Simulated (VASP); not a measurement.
All values below come from r2SCAN meta-GGA, VASP's PBE PAW potentials (set 64) (plane waves; VASP).

VASP ran on this input.

### KPOINTS
```
kpoints
0
Gamma
11 11 11
0 0 0
```

**POSCAR**
```
Pb
1.0
  0.0000000000   2.4942272061   2.4942272061
  2.4942272061   0.0000000000   2.4942272061
  2.4942272061   2.4942272061   0.0000000000
Pb
1
Cartesian
  0.0000000000   0.0000000000   0.0000000000
```

### INCAR
```
! general
SYSTEM =Pb
PREC   =Accurate
ENCUT  =520   ! plane-wave cut-off (eV)
LREAL  =.FALSE.
LASPH  =.TRUE.

! electronic loop
EDIFF  =1E-6   ! SCF stop (eV)
NELM   =100   ! most electronic steps
ALGO   =Normal   ! blocked Davidson
LMAXMIX=4
LMIXTAU=.TRUE.

! smearing
ISMEAR =1
SIGMA  =0.1

! functional
METAGGA=R2SCAN

! ions
IBRION =2
NSW    =60   ! most ionic steps
ISIF   =3
EDIFFG =-0.01   ! ionic stop

! output
LWAVE  =.FALSE.
LCHARG =.FALSE.
```

POTCAR, in this order: Pb_d (PBE.64 set). Program: vasp_std.

Output of the run:

### OUTCAR
```
 ion  position               nearest neighbor table
   1  0.000  0.000  0.000-
  LATTYP: Found a face centered cubic cell.
 ALAT       =     4.9884544122
 Subroutine PRICEL returns:
 Original cell was already a primitive cell.
 Subroutine GETGRP returns: Found 48 space group operations
The static configuration has the point symmetry O_h .
The dynamic configuration has the point symmetry O_h .
 Subroutine INISYM returns: Found 48 space group operations
 Subroutine IBZKPT returns following result:
 Found     56 irreducible k-points:

 Following reciprocal coordinates:
            Coordinates               Weight
  0.000000  0.000000  0.000000      1.000000
  0.090909  0.000000  0.000000      8.000000
  0.181818  0.000000  0.000000      8.000000
  0.272727  0.000000  0.000000      8.000000
  0.363636  0.000000  0.000000      8.000000
  0.454545  0.000000  0.000000      8.000000
  0.090909  0.090909  0.000000      6.000000
  0.181818  0.090909  0.000000     24.000000
  0.272727  0.090909  0.000000     24.000000
  0.363636  0.090909  0.000000     24.000000
...
```

OSZICAR:
```
       N       E                     dE             d eps       ncg     rms          rms(c)
DAV:   1     0.498889787833E+02    0.49889E+02   -0.75748E+03  1241   0.151E+03
DAV:   2    -0.550407827392E+02   -0.10493E+03   -0.10298E+03  1262   0.336E+02
DAV:   3    -0.596376981598E+02   -0.45969E+01   -0.45588E+01  1492   0.814E+01
DAV:   4    -0.597465698915E+02   -0.10887E+00   -0.10886E+00  1549   0.138E+01
DAV:   5    -0.597508507527E+02   -0.42809E-02   -0.42807E-02  1588   0.229E+00    0.102E+00
DAV:   6    -0.561559749745E+02    0.35949E+01   -0.15620E+00  1415   0.298E+01    0.725E-01
DAV:   7    -0.562672427412E+02   -0.11127E+00   -0.81171E-02  1379   0.537E+00    0.370E-01
DAV:   8    -0.562406953914E+02    0.26547E-01   -0.89186E-02  1244   0.285E+00    0.969E-02
DAV:   9    -0.562809530576E+02   -0.40258E-01   -0.29646E-02  1265   0.231E+00    0.121E-01
DAV:  10    -0.562811737226E+02   -0.22067E-03   -0.72061E-04  1447   0.300E-01    0.119E-01
DAV:  11    -0.562836121113E+02   -0.24384E-02   -0.42434E-03  1298   0.986E-01    0.119E-02
DAV:  12    -0.562836369510E+02   -0.24840E-04   -0.44965E-04  1379   0.435E-01    0.302E-02
DAV:  13    -0.562836135330E+02    0.23418E-04   -0.90521E-05  1385   0.151E-01    0.192E-02
DAV:  14    -0.562838107273E+02   -0.19719E-03   -0.13549E-04  1277   0.181E-01    0.702E-03
DAV:  15    -0.562838277992E+02   -0.17072E-04   -0.20051E-05  1373   0.457E-02    0.574E-03
DAV:  16    -0.562838283344E+02   -0.53517E-06   -0.91836E-07  1187   0.109E-02
   1 F= -.56283828E+02 E0= -.56283845E+02  d E =-.562838E+02
```

**OUTCAR**
```
------------------------ aborting loop because EDIFF is reached ----------------------------------------
  FORCE on cell =-STRESS in cart. coord.  units (eV):
  Direction    XX          YY          ZZ          XY          YZ          ZX
  --------------------------------------------------------------------------------------
  Total        0.0056887      0.0056887      0.0056887      0.0000000      0.0000000      0.0000000
  in kB        0.2936864      0.2936864      0.2936864      0.0000000      0.0000000      0.0000000
  external PRESSURE =       0.2936864 kB  Pullay stress =       0.0000000 kB
  volume of cell :       31.03
      direct lattice vectors                 reciprocal lattice vectors
     0.000000000  2.494227206  2.494227206    -0.200462892  0.200462892  0.200462892
     2.494227206  0.000000000  2.494227206     0.200462892 -0.200462892  0.200462892
     2.494227206  2.494227206  0.000000000     0.200462892  0.200462892 -0.200462892
 POSITION                                       TOTAL-FORCE (eV/Angst)
 -----------------------------------------------------------------------------------
      0.00000      0.00000      0.00000         0.000000      0.000000      0.000000
 -----------------------------------------------------------------------------------
    total drift:                               -0.000000     -0.000000     -0.000000
  FREE ENERGIE OF THE ION-ELECTRON SYSTEM (eV)
  ---------------------------------------------------
  free  energy   TOTEN  =       -56.2838283344 eV

  energy  without entropy=      -56.2838775356  energy(sigma->0) =      -56.28384473

 reached required accuracy - stopping structural energy minimisation
```
(Selected blocks of OUTCAR.)

The compound is Pb in the fcc structure. It was relaxed first. The start is the result of an earlier pass.
